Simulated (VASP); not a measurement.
The system is PtSe2.

```xyz
3
Lattice="3.7240 0.0000 0.0000 -1.8620 3.2251 0.0000 0.0000 0.0000 5.0620" Properties=species:S:1:pos:R:3 pbc="T T T"
Pt    0.0000    0.0000    0.0000
Se    0.0000    2.1501    1.2655
Se    1.8620    1.0750    3.7965
```

- Program: VASP 6.6.1
- Task: relaxation of cell and atoms
- Functional: PBE
- Dispersion: D3(BJ)
- Potentials or basis: VASP PAW PBE potentials, release 64 (Pt, Se)
- Cutoff: 520 eV
- k mesh: 6 × 6 × 4
- Occupations: gaussian, width 0.02 eV
- Spin: no spin polarisation

At the start: pressure 3.5 GPa; volume 20.27 Å³/atom.

Task: Where does the relaxation end?

Result: Over 23 steps the energy falls by 17.2 meV/atom and the volume is 19.84 Å³/atom (-2.1 %); space group P-3m1 (No. 164, to 0.05 Å).

The path:
```
step  energy change (eV)  largest force (eV/Å)  pressure (GPa)  volume (Å³)
   1              0.0000                0.5667            3.51        60.80
   2              0.0318                0.3683           -5.76        64.79
   3             -0.0226                0.1640           -0.48        62.30
   4             -0.0226                0.1713           -0.40        62.27
   5             -0.0267                0.1740           -0.39        61.97
   6             -0.0390                0.1272           -0.27        61.05
   7             -0.0463                0.1288            0.41        59.24
   8             -0.0474                0.0450            0.18        59.78
   9             -0.0505                0.0990           -0.37        59.65
  10             -0.0506                0.1107           -0.48        59.62
  11             -0.0499                0.0647            1.03        58.85
  12             -0.0514                0.0359            0.16        59.29
  13             -0.0516                0.0215           -0.03        59.40
  14             -0.0516                0.0209           -0.04        59.41
  15             -0.0517                0.0056            0.12        59.38
  16             -0.0517                0.0007            0.08        59.39
  17             -0.0517                0.0030            0.03        59.45
  18             -0.0517                0.0060           -0.01        59.50
  19             -0.0517                0.0052            0.00        59.50
  20             -0.0517                0.0045            0.02        59.50
  21             -0.0517                0.0033           -0.05        59.53
  22             -0.0517                0.0022            0.00        59.51
  23             -0.0517                0.0015           -0.01        59.51
```

Final structure:
```yaml
crystal:
  lattice:
    - [3.76736, 0.00000, 0.00000]
    - [-1.88368, 3.26263, 0.00000]
    - [0.00000, 0.00000, 4.84176]
  atoms:
    - { symbol: Pt, position: [0.00000, 0.00000, 0.00000] }
    - { symbol: Se, position: [0.33333, 0.66667, 0.26526] }
    - { symbol: Se, position: [0.66667, 0.33333, 0.73474] }
```

Caveat: pairwise dispersion overbinds metals, which lowers pressure and volume.
